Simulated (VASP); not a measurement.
# A VASP study of MgCdSeS (SCAN): structure first, properties next, part 2 of 4

Wanted: the relaxed cell of MgCdSeS and its properties. The cell is invented: it takes the structure of a Materials Project entry for ZnCdSeS (space group 156 there), with some of its atoms replaced by other elements, volume scaled by an estimate. It may not be a known or stable phase. Left out of this account: 2 further runs (phonons: its modes failed a check; core levels: core levels are not valid at this level).

VASP 6.6.1; SCAN; plane waves and PAW (Cd, Se, S, Mg); invented cell.

So far, gap on the k-mesh (eV): step 2 (rough relaxation of the start cell) 1.88. The relaxed cell has a = 4.147, c = 6.822 Å (conventional setting).

## 3. Relaxing cell and atoms (SCAN)

Properties are meant for the cell that this level of theory prefers, so cell and atoms are relaxed first (ISIF = 3) until forces and stress are small; EDIFFG sets the threshold.

The input, INCAR:

```
SYSTEM = MgCdSeS
PREC = Accurate
ENCUT = 400
EDIFF = 1E-06
NELM = 100
ISMEAR = 0
SIGMA = 0.05
LREAL = .FALSE.
ALGO = Normal
METAGGA = SCAN
LASPH = .TRUE.
NBANDS = 19
LORBIT = 11
LWAVE = .FALSE.
LCHARG = .FALSE.
KPAR = 2
IBRION = 2
NSW = 60
ISIF = 3
EDIFFG = -0.01
```

The input, POSCAR:

```
MgCdSeS
1.0
    4.1472563620     -0.0000000034      0.0000000000
   -2.0736286869      3.5916295400      0.0000000000
    0.0000000000      0.0000000000      6.8222279430
Cd Se S Mg
1 1 1 1
Direct
    0.0000000000      0.0000000000      0.5163581467
    0.3333333300      0.6666666700      0.3629226270
    0.0000000000      0.0000000000      0.8869446246
    0.3333333300      0.6666666700      0.9857746017
```

The input, KPOINTS:

```
Automatic mesh
0
Gamma
6 6 4
0 0 0
```

PAW data sets: Cd, Se, S and Mg (PBE family, release 64).

Run with:

```bash
$ mpirun -np 2 vasp_std
```

Log:

```text
[banner, memory and clock lines left out]
running    2 mpi-ranks, on    1 nodes
 distrk:  each k-point on    1 cores,    2 groups
 distr:  one band on    1 cores,    1 groups

 POSCAR found type information on POSCAR CdSeS Mg
 POSCAR found :  4 types and       4 ions
 [... a notice as in an earlier step ...]

 LDA part: xc-table for (None), standard interpolation
 POSCAR, INCAR and KPOINTS ok, starting setup
 FFT: planning ... GRIDC
 FFT: planning ... GRID_SOFT
 FFT: planning ... GRID
 WAVECAR not read
 entering main loop
       N       E                     dE             d eps       ncg     rms          rms(c)
DAV:   1     0.655211528064E+02    0.65521E+02   -0.10226E+04   912   0.976E+02
DAV:   2    -0.685504260103E+02   -0.13407E+03   -0.13022E+03  1054   0.244E+02
DAV:   3    -0.764372080023E+02   -0.78868E+01   -0.78590E+01  1110   0.590E+01
DAV:   4    -0.765091931840E+02   -0.71985E-01   -0.71957E-01  1124   0.573E+00
DAV:   5    -0.765100370087E+02   -0.84382E-03   -0.84380E-03  1186   0.601E-01    0.754E+00
DAV:   6    -0.695626474773E+02    0.69474E+01   -0.56442E+00   993   0.309E+01    0.877E+00
DAV:   7    -0.695742155228E+02   -0.11568E-01   -0.59076E-01  1063   0.638E+00    0.607E+00
DAV:   8    -0.696026973538E+02   -0.28482E-01   -0.16149E-01   972   0.353E+00    0.153E+00
DAV:   9    -0.696100979884E+02   -0.74006E-02   -0.18968E-02  1096   0.992E-01    0.204E-01
DAV:  10    -0.696099776435E+02    0.12034E-03   -0.25222E-03   989   0.434E-01    0.156E-01
DAV:  11    -0.696100411297E+02   -0.63486E-04   -0.19115E-04  1066   0.156E-01    0.902E-02
DAV:  12    -0.696100570734E+02   -0.15944E-04   -0.10210E-04   942   0.865E-02    0.107E-02
DAV:  13    -0.696100544576E+02    0.26157E-05   -0.41030E-06  1132   0.138E-02    0.877E-03
DAV:  14    -0.696100559956E+02   -0.15380E-05   -0.22610E-06   838   0.103E-02    0.207E-03
DAV:  15    -0.696100582673E+02   -0.22717E-05   -0.40358E-07   492   0.611E-03    0.205E-03
DAV:  16    -0.696100588706E+02   -0.60329E-06   -0.74193E-08   474   0.176E-03
   1 F= -.69610059E+02 E0= -.69610059E+02  d E =-.696101E+02
 curvature:   0.00 expect dE= 0.000E+00 dE for cont linesearch  0.000E+00
 trial: gam= 0.00000 g(F)=  0.242E-03 g(S)=  0.609E-04 ort = 0.000E+00 (trialstep = 0.100E+01)
 search vector abs. value=  0.302E-03
 bond charge predicted
       N       E                     dE             d eps       ncg     rms          rms(c)
DAV:   1    -0.696103183434E+02   -0.26008E-03   -0.87458E-02   918   0.183E+00    0.120E-01
DAV:   2    -0.696104151092E+02   -0.96766E-04   -0.14307E-03  1026   0.347E-01    0.630E-02
DAV:   3    -0.696103748833E+02    0.40226E-04   -0.65587E-05  1093   0.642E-02    0.403E-02
DAV:   4    -0.696103424800E+02    0.32403E-04   -0.12718E-05  1146   0.269E-02    0.176E-02
DAV:   5    -0.696103229348E+02    0.19545E-04   -0.45833E-06  1164   0.161E-02    0.506E-03
DAV:   6    -0.696103192246E+02    0.37102E-05   -0.52614E-07   489   0.579E-03    0.187E-03
DAV:   7    -0.696103197582E+02   -0.53357E-06   -0.82780E-08   468   0.206E-03
   2 F= -.69610320E+02 E0= -.69610320E+02  d E =-.260888E-03
[... from here on, the cycles between the ionic steps are left out ...]
   3 F= -.69610439E+02 E0= -.69610439E+02  d E =-.379690E-03
   4 F= -.69610499E+02 E0= -.69610499E+02  d E =-.440560E-03
   5 F= -.69610506E+02 E0= -.69610506E+02  d E =-.446807E-03
   6 F= -.69610615E+02 E0= -.69610615E+02  d E =-.109380E-03
   7 F= -.69610613E+02 E0= -.69610613E+02  d E =-.107217E-03
   8 F= -.69610651E+02 E0= -.69610651E+02  d E =-.381356E-04
   9 F= -.69610665E+02 E0= -.69610665E+02  d E =-.524861E-04
 curvature:  -1.65 expect dE=-0.273E-04 dE for cont linesearch -0.231E-07
 trial: gam= 0.34486 g(F)=  0.892E-05 g(S)=  0.761E-05 ort =-0.101E-05 (trialstep = 0.131E+01)
 search vector abs. value=  0.245E-04
 bond charge predicted
       N       E                     dE             d eps       ncg     rms          rms(c)
DAV:   1    -0.696106733334E+02   -0.85234E-05   -0.10487E-03   930   0.187E-01    0.212E-02
DAV:   2    -0.696106693797E+02    0.39537E-05   -0.54656E-05  1051   0.521E-02    0.933E-03
DAV:   3    -0.696106709729E+02   -0.15932E-05   -0.10868E-06   837   0.867E-03    0.610E-03
DAV:   4    -0.696106746377E+02   -0.36648E-05   -0.10579E-06   521   0.764E-03    0.162E-03
DAV:   5    -0.696106753964E+02   -0.75870E-06   -0.25817E-07   468   0.375E-03
  10 F= -.69610675E+02 E0= -.69610675E+02  d E =-.100159E-04
 trial-energy change:   -0.000010  1 .order   -0.000011   -0.000021   -0.000001
 step:   1.3832(harm=  1.3832)  dis= 0.00072  next Energy=   -69.610677 (dE=-0.112E-04)
 reached required accuracy - stopping structural energy minimisation
```

Elapsed: 5.1 min, on 2 MPI ranks of AMD EPYC 9R14 (Zen 4), shared host; peak memory 0.41 GiB; 10 min of CPU time.

OUTCAR, selected parts (step 3):

```text
  LATTYP: Found a hexagonal cell.
 ALAT       =     4.1472563620
 C/A-ratio  =     1.6449978847

The static configuration has the point symmetry C_3v.

 Found     24 irreducible k-points:

   k-points           NKPTS =     24   k-points in BZ     NKDIM =     24   number of bands    NBANDS=     19

   dimension x,y,z NGX =    28 NGY =   28 NGZ =   48
   dimension x,y,z NGXF=    56 NGYF=   56 NGZF=   96

   ENCUT  =  400.0 eV  29.40 Ry    5.42 a.u.   6.76  6.76 11.13*2*pi/ulx,y,z

   NELECT =      26.0000    total number of electrons

 E-fermi :   1.4777

 k-point     1 :       0.0000    0.0000    0.0000
  band No.  band energies     occupation
    ...
      9      -0.4605      2.00000
     10      -0.4605      2.00000
     11       0.6493      2.00000
     12       1.2206      2.00000
     13       1.2206      2.00000
     14       3.1233      0.00000
     15       4.8768      0.00000
     16       7.9730      0.00000
     17       7.9730      0.00000
     18       8.1605      0.00000
    ...

 k-point     2 :       0.1667   -0.0000    0.0000
  band No.  band energies     occupation
    ...
      9      -1.1398      2.00000
     10      -0.6138      2.00000
     11      -0.0806      2.00000
     12       0.5732      2.00000
     13       0.9864      2.00000
     14       4.1743      0.00000
     15       5.6283      0.00000
     16       7.3253      0.00000
     17       7.9454      0.00000
     18       8.3749      0.00000
    ...

  Total       -0.0012457     -0.0012457     -0.0027128      0.0000000     -0.0000000     -0.0000000
  in kB       -0.0196212     -0.0196212     -0.0427296      0.0000000     -0.0000000     -0.0000000
  external PRESSURE =      -0.0273240 kB  Pullay stress =       0.0000000 kB

  energy-cutoff  :      400.00
  volume of cell :      101.72
      direct lattice vectors                 reciprocal lattice vectors
     4.156567416 -0.000000005  0.000000000     0.240583130  0.138900762 -0.000000000
    -2.078284216  3.599693151 -0.000000000     0.000000000  0.277801457 -0.000000000
     0.000000000  0.000000000  6.798214891    -0.000000000  0.000000000  0.147097439

 POSITION                                       TOTAL-FORCE (eV/Angst)
 -----------------------------------------------------------------------------------
     -2.07828      3.59969      3.50012         0.000000      0.000000      0.001915
     -0.00000      2.39980      2.47267        -0.000000     -0.000000     -0.004829
      4.15657     -0.00000      6.03832         0.000000      0.000000      0.003835
     -0.00000      2.39980      6.69758        -0.000000     -0.000000     -0.000921
 -----------------------------------------------------------------------------------
    total drift:                                0.000003      0.000011      0.051843

  FREE ENERGIE OF THE ION-ELECTRON SYSTEM (eV)
  ---------------------------------------------------
  free  energy   TOTEN  =       -69.6106753964 eV

  energy  without entropy=      -69.6106753964  energy(sigma->0) =      -69.61067540

 total charge
# of ion       s       p       d       tot
------------------------------------------
    1        0.431   0.328   9.570  10.329
    2        1.437   2.488   0.020   3.945
    3        1.305   2.485   0.000   3.789
    4        0.148   0.131   0.032   0.311
--------------------------------------------------
tot          3.321   5.431   9.622  18.374

[... 2 parts as in an earlier step ...]

[... 7 further parts left out ...]
```

CONTCAR:

```
MgCdSeS
   1.00000000000000
     4.1565674156024341   -0.0000000047267744    0.0000000000000000
    -2.0782842159794281    3.5996931507829659   -0.0000000000000000
     0.0000000000000000    0.0000000000000000    6.7982148911932656
  Cd              Se              S               Mg
     1     1     1     1
Direct
     0.0000000000000000    1.0000000000000000    0.5148580699685457
     0.3333333300000021    0.6666666699999979    0.3637238989486694
     1.0000000000000000    0.0000000000000000    0.8882208389197276
     0.3333333300000021    0.6666666699999979    0.9851971921630597
```

Step by step:

```
step  energy less that of the first step (eV)  largest force (eV/Å)  pressure (GPa)  volume (Å³)
   1                                   0.0000                0.0557            0.04       101.62
   2                                  -0.0003                0.0376           -0.01       101.72
   3                                  -0.0004                0.0246           -0.05       101.79
   4                                  -0.0004                0.0195           -0.13       101.94
   5                                  -0.0004                0.0183           -0.10       101.89
   6                                  -0.0006                0.0179           -0.01       101.73
   7                                  -0.0006                0.0201            0.03       101.67
   8                                  -0.0006                0.0156            0.01       101.69
   9                                  -0.0006                0.0100           -0.01       101.73
  10                                  -0.0006                0.0048            0.00       101.72
```

```
conventional cell, symmetrised  before  after  change
                         a (Å)   4.147  4.157  +0.2 %
                         b (Å)   4.147  4.157  +0.2 %
                         c (Å)   6.822  6.798  -0.4 %
              volume (Å³/atom)   25.40  25.43  +0.1 %
```

The atoms that moved most (Å, as changes of fractional coordinates times the final cell):

```
atom     dx     dy      dz  length
 Cd1  0.000  0.000  -0.010   0.010
  S3  0.000  0.000   0.009   0.009
 Se2  0.000  0.000   0.005   0.005
```

Final coordinates:

```
Cd Se S Mg
1.0
     4.15657    0.00000    0.00000
    -2.07828    3.59969    0.00000
     0.00000    0.00000    6.79821
Cd Se S Mg
1 1 1 1
Direct
  0.00000 0.00000 0.51486
  0.33333 0.66667 0.36372
  0.00000 0.00000 0.88822
  0.33333 0.66667 0.98520
```

This step gave:

* irreducible k-points: 24
* free energy (TOTEN): -69.6107 eV
* Fermi energy: 1.478 eV
* pressure: -0.002732 GPa
* SCF cycles over all ionic steps: 78
* gap on the k-mesh: 1.903 eV
* least direct gap on the k-mesh: 1.903 eV

It ends with a largest force of 0.005 eV/Å and a pressure of 0.00 GPa.

[end of part 2 of 4]

[Lines on the potential files, build, host, timing and source positions are cut from VASP's logs without a mark.]

[Logs are printed without paths, hosts, clocks, repeated set-up lines and the standing remarks that a program may print on its own settings, such as how far it seeks lower states.]

[Hosts, paths, dates, database ids (printed as entryN), source tags and the programs' standing remarks are cut or masked in the printed files.]

[A measured line is paired with the nearest computed mode of its activity, which favours agreement.]
